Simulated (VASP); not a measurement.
Calculation: PBEsol GGA, VASP's PBE PAW potentials (set 64) (plane waves; VASP).

A VASP calculation is set up with these files.

KPOINTS:
```
Automatic mesh
0
Gamma
12 12 1
0 0 0
```

### INCAR
```
! general
SYSTEM   =  PtS2 monolayer
PREC     =  Normal
ENCUT    =  400   ! plane-wave cut-off (eV)
LREAL    =  F
LASPH    =  T

! electronic loop
EDIFF    =  1E-6   ! SCF stop (eV)
NELM     =  100   ! most electronic steps
NELMIN   =  4
ALGO     =  Normal   ! blocked Davidson
LMAXMIX  =  6

! smearing
ISMEAR   =  0   ! Gaussian
SIGMA    =  0.05   ! width (eV)

! functional
GGA      =  PS

! output
LWAVE    =  F
LCHARG   =  F
LORBIT   =  11
LVHAR    =  T
```

**POSCAR**
```
PtS2 monolayer
3.5313680
  0.9999998670   0.0000000000   0.0000000000
 -0.4999999335   0.8660253102   0.0000000000
  0.0000000000   0.0000000000   5.0568147171
S Pt
2 1
Direct
  0.6666670000   0.3333330000   0.4317222193
  0.3333330000   0.6666670000   0.5682777807
  0.0000000000   0.0000000000   0.5000000000
```

POTCAR, in this order: S Pt (PBE.64 set). Program: vasp_std. Read from the step before: WAVECAR.

Output

OSZICAR:
```
       N       E                     dE             d eps       ncg     rms          rms(c)
DAV:   1    -0.169389397014E+02   -0.16939E+02   -0.28169E-03   689   0.996E-01    0.139E-02
DAV:   2    -0.169389367475E+02    0.29539E-05   -0.63175E-06   794   0.201E-02    0.404E-03
DAV:   3    -0.169389364699E+02    0.27759E-06   -0.10260E-06   614   0.718E-03    0.238E-03
DAV:   4    -0.169389367327E+02   -0.26281E-06   -0.44119E-07   642   0.452E-03
   1 F= -.16938937E+02 E0= -.16938937E+02  d E =-.521526E-12
```

File OUTCAR:
```
------------------------ aborting loop because EDIFF is reached ----------------------------------------
  FORCE on cell =-STRESS in cart. coord.  units (eV):
  Direction    XX          YY          ZZ          XY          YZ          ZX
  --------------------------------------------------------------------------------------
  Total       -0.0226521     -0.0226521     -0.0770740     -0.0000000      0.0000000     -0.0000000
  in kB       -0.1881840     -0.1881841     -0.6402979     -0.0000000      0.0000000     -0.0000000
  external PRESSURE =      -0.3388887 kB  Pullay stress =       0.0000000 kB
  volume of cell :      192.86
      direct lattice vectors                 reciprocal lattice vectors
     3.531367530  0.000000000  0.000000000     0.283176416  0.163491976  0.000000000
    -1.765683765  3.058254068  0.000000000     0.000000000  0.326983952  0.000000000
     0.000000000  0.000000000 17.857473674     0.000000000  0.000000000  0.055998963
 POSITION                                       TOTAL-FORCE (eV/Angst)
 -----------------------------------------------------------------------------------
      1.76569      1.01942      7.70947        -0.000000      0.000000      0.020627
     -0.00000      2.03884     10.14801         0.000000      0.000000     -0.020627
      0.00000      0.00000      8.92874         0.000000      0.000000     -0.000000
 -----------------------------------------------------------------------------------
    total drift:                               -0.000000      0.000000      0.000000
  FREE ENERGIE OF THE ION-ELECTRON SYSTEM (eV)
  ---------------------------------------------------
  free  energy   TOTEN  =       -16.9389367327 eV

  energy  without entropy=      -16.9389367327  energy(sigma->0) =      -16.93893673

 total charge

# of ion       s       p       d       tot
------------------------------------------
    1        1.352   2.269   0.000   3.621
    2        1.352   2.269   0.000   3.621
    3        0.703   0.811   7.992   9.506
--------------------------------------------------
tot          3.407   5.349   7.992  16.748
```
(Selected blocks of OUTCAR.)

The cell is a sheet with vacuum, built from PtS2 (1T layered).
